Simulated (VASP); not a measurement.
OSZICAR of a VASP run on HgTe (zinc blende):

File OSZICAR:
```
       N       E                     dE             d eps       ncg     rms          rms(c)
DAV:   1     0.208837225763E+02    0.20884E+02   -0.72290E+03   520   0.980E+02
DAV:   2    -0.765139386742E+02   -0.97398E+02   -0.92948E+02   565   0.252E+02
DAV:   3    -0.802235719398E+02   -0.37096E+01   -0.36965E+01   630   0.528E+01
DAV:   4    -0.802524608788E+02   -0.28889E-01   -0.28886E-01   686   0.431E+00
DAV:   5    -0.802525687073E+02   -0.10783E-03   -0.10783E-03   640   0.218E-01    0.769E+00
DAV:   6    -0.751303702270E+02    0.51222E+01   -0.31930E+00   525   0.263E+01    0.909E+00
DAV:   7    -0.751277396834E+02    0.26305E-02   -0.20886E-01   520   0.539E+00    0.566E+00
DAV:   8    -0.750700219498E+02    0.57718E-01   -0.11259E-01   550   0.303E+00    0.176E+00
DAV:   9    -0.750290588091E+02    0.40963E-01   -0.19710E-01   520   0.366E+00    0.276E-01
DAV:  10    -0.751304064101E+02   -0.10135E+00   -0.52991E-02   520   0.194E+00    0.313E-01
DAV:  11    -0.751247303141E+02    0.56761E-02   -0.61012E-03   540   0.780E-01    0.949E-02
DAV:  12    -0.751304810799E+02   -0.57508E-02   -0.37188E-03   520   0.496E-01    0.885E-02
DAV:  13    -0.751298980289E+02    0.58305E-03   -0.24697E-03   535   0.495E-01    0.431E-02
DAV:  14    -0.751304163326E+02   -0.51830E-03   -0.10356E-04   550   0.101E-01    0.393E-02
DAV:  15    -0.751305656155E+02   -0.14928E-03   -0.53787E-06   585   0.271E-02    0.402E-02
DAV:  16    -0.751309222681E+02   -0.35665E-03   -0.62298E-05   520   0.780E-02    0.360E-02
DAV:  17    -0.751312181198E+02   -0.29585E-03   -0.20991E-04   525   0.120E-01    0.499E-02
DAV:  18    -0.751312255477E+02   -0.74278E-05   -0.11106E-05   590   0.377E-02    0.369E-02
DAV:  19    -0.751312255979E+02   -0.50187E-07   -0.23577E-06   490   0.156E-02
   1 F= -.75131226E+02 E0= -.75131113E+02  d E =-.751312E+02
       N       E                     dE             d eps       ncg     rms          rms(c)
DAV:   1    -0.759233229195E+02   -0.79210E+00   -0.17835E+01   545   0.538E+01    0.933E+00
DAV:   2    -0.752163407018E+02    0.70698E+00   -0.16993E+00   520   0.193E+01    0.301E+00
DAV:   3    -0.751705652059E+02    0.45775E-01   -0.17113E-01   525   0.489E+00    0.307E+00
DAV:   4    -0.751132912386E+02    0.57274E-01   -0.75966E-02   530   0.257E+00    0.463E-01
DAV:   5    -0.751522567588E+02   -0.38966E-01   -0.28279E-02   520   0.200E+00    0.290E-01
DAV:   6    -0.751444676308E+02    0.77891E-02   -0.91739E-03   520   0.103E+00    0.115E-01
DAV:   7    -0.751524516775E+02   -0.79840E-02   -0.79382E-03   520   0.101E+00    0.666E-02
DAV:   8    -0.751533229227E+02   -0.87125E-03   -0.12746E-03   520   0.377E-01    0.356E-02
DAV:   9    -0.751534822799E+02   -0.15936E-03   -0.26344E-04   540   0.168E-01    0.267E-02
DAV:  10    -0.751535634195E+02   -0.81140E-04   -0.33927E-05   525   0.739E-02    0.634E-03
DAV:  11    -0.751535489156E+02    0.14504E-04   -0.10172E-05   525   0.452E-02    0.855E-03
DAV:  12    -0.751535664764E+02   -0.17561E-04   -0.25850E-06   520   0.257E-02    0.407E-03
DAV:  13    -0.751535651468E+02    0.13296E-05   -0.69033E-07   365   0.101E-02    0.149E-03
DAV:  14    -0.751535678076E+02   -0.26608E-05   -0.28159E-07   265   0.846E-03    0.132E-03
DAV:  15    -0.751535676743E+02    0.13333E-06   -0.88753E-09   260   0.127E-03
   2 F= -.75153568E+02 E0= -.75153455E+02  d E =-.223421E-01
       N       E                     dE             d eps       ncg     rms          rms(c)
DAV:   1    -0.752280708929E+02   -0.74503E-01   -0.15439E+00   550   0.152E+01    0.211E+00
DAV:   2    -0.751620680278E+02    0.66003E-01   -0.17664E-01   520   0.644E+00    0.668E-01
DAV:   3    -0.751584189086E+02    0.36491E-02   -0.16422E-02   525   0.143E+00    0.678E-01
DAV:   4    -0.751515518225E+02    0.68671E-02   -0.10273E-02   520   0.100E+00    0.982E-02
DAV:   5    -0.751575762604E+02   -0.60244E-02   -0.40755E-03   520   0.774E-01    0.700E-02
DAV:   6    -0.751571028675E+02    0.47339E-03   -0.73270E-04   520   0.301E-01    0.350E-02
DAV:   7    -0.751576158845E+02   -0.51302E-03   -0.66018E-04   520   0.310E-01    0.164E-02
DAV:   8    -0.751577411031E+02   -0.12522E-03   -0.15903E-04   520   0.148E-01    0.119E-02
DAV:   9    -0.751577769645E+02   -0.35861E-04   -0.23859E-05   540   0.520E-02    0.970E-03
DAV:  10    -0.751577771179E+02   -0.15338E-06   -0.26651E-06   525   0.203E-02
   3 F= -.75157777E+02 E0= -.75157665E+02  d E =-.265515E-01
```

Task: Which electronic solver shows in the log?

Result: It is blocked Davidson (ALGO = Normal, or the opening steps of other solvers). The INCAR had ALGO = Normal.

Task: Can the final energy be trusted as converged?

Result: The calculation finished and met its thresholds. It stopped with EDIFF = 1E-6, NELM = 100, NSW = 60 and EDIFFG = -0.01 after 3 ionic steps (r2SCAN meta-GGA, plane waves, VASP's PBE PAW potentials (set 64)). Energy and stress use the plane-wave basis of the starting cell.

The compound is HgTe in the zinc blende structure. This run relaxes it. Symmetry was kept, so distortions that lower it aren't found.
